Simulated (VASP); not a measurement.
CdSe (zinc blende): the band gap from VASP (plane waves, PAW) at several levels of theory. Gaps are without spin-orbit coupling. Each level names its cell: its own relaxed one, PBE's, or the starting one. A gap is the smallest over the k-mesh and a band path; hybrids may have named points in place of the path, and GW has the mesh alone.

```json
[
 {"level": "PBE (own cell)", "band gap (eV)": "0.50"},
 {"level": "PBEsol (own cell)", "band gap (eV)": "0.48"},
 {"level": "RPBE (own cell)", "band gap (eV)": "0.57"},
 {"level": "AM05 (own cell)", "band gap (eV)": "0.55"},
 {"level": "PBE-D3(BJ) (own cell)", "band gap (eV)": "0.57"},
 {"level": "PBE-D4 (own cell)", "band gap (eV)": "0.57"},
 {"level": "optB88-vdW (own cell)", "band gap (eV)": "0.36"},
 {"level": "rev-vdW-DF2 (own cell)", "band gap (eV)": "0.38"},
 {"level": "revTPSS (own cell)", "band gap (eV)": "0.73"},
 {"level": "r2SCAN (own cell)", "band gap (eV)": "1.04"},
 {"level": "r2SCAN+rVV10 (own cell)", "band gap (eV)": "1.00"}
]
```

The cell of the PBE (own cell) run:

```yaml
crystal:
  lattice:
    - [0.00000, 3.09567, 3.09567]
    - [3.09567, 0.00000, 3.09567]
    - [3.09567, 3.09567, 0.00000]
  atoms:
    - { symbol: Cd, position: [0.00000, 0.00000, 0.00000] }
    - { symbol: Se, position: [0.25000, 0.25000, 0.25000] }
```

Only levels that ran to the end are used. Left out are those held back, those with too coarse a band path, GW runs whose mesh misses a band edge, hybrids' fits of cells that aren't cubic and levels without matching references; a question may draw on a part of the rest.

The compound is CdSe in the zinc blende structure, whereas wurtzite is the usual form.
